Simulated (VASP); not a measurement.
```
CELL_PARAMETERS angstrom
      2.96738     0.00000     0.00000
      0.00000     2.96738     0.00000
      0.00000     0.00000     2.96738
ATOMIC_POSITIONS crystal
  Ru 0.50000 0.50000 0.50000
  Al 0.00000 0.00000 0.00000
```

Level of theory: SCAN meta-GGA with spin-orbit coupling, VASP's PBE PAW potentials (set 64) (plane waves; VASP 6.6.1). Run with 400 eV cut-off, 11×11×11 Γ-centred mesh, Gaussian smearing of 0.050 eV, potentials Ru_pv Al.

Give the energies of bands 9 to 22 at the high-symmetry points, in eV from the Fermi level.

| band | Γ | X | M | R |
|---|---|---|---|---|
| 9 | -3.84 | -5.73 | -3.33 | -5.11 |
| 10 | -3.84 | -5.73 | -3.33 | -5.11 |
| 11 | -3.84 | -2.94 | -1.63 | -5.03 |
| 12 | -3.84 | -2.94 | -1.63 | -5.03 |
| 13 | 0.06 | -1.87 | -1.41 | 1.99 |
| 14 | 0.06 | -1.87 | -1.41 | 1.99 |
| 15 | 0.07 | -1.75 | -1.40 | 1.99 |
| 16 | 0.07 | -1.75 | -1.40 | 1.99 |
| 17 | 0.28 | 0.42 | -1.30 | 3.30 |
| 18 | 0.28 | 0.42 | -1.30 | 3.30 |
| 19 | 6.34 | 2.66 | 1.88 | 3.83 |
| 20 | 6.34 | 2.66 | 1.88 | 3.83 |
| 21 | 6.65 | 7.82 | 5.72 | 4.39 |
| 22 | 6.65 | 7.82 | 5.72 | 4.39 |

It has no gap at this level: it comes out as a metal or semimetal.

The structure comes from a measured AlRu entry (Pm-3m) of the Crystallography Open Database, whose conditions weren't checked. It was relaxed first.
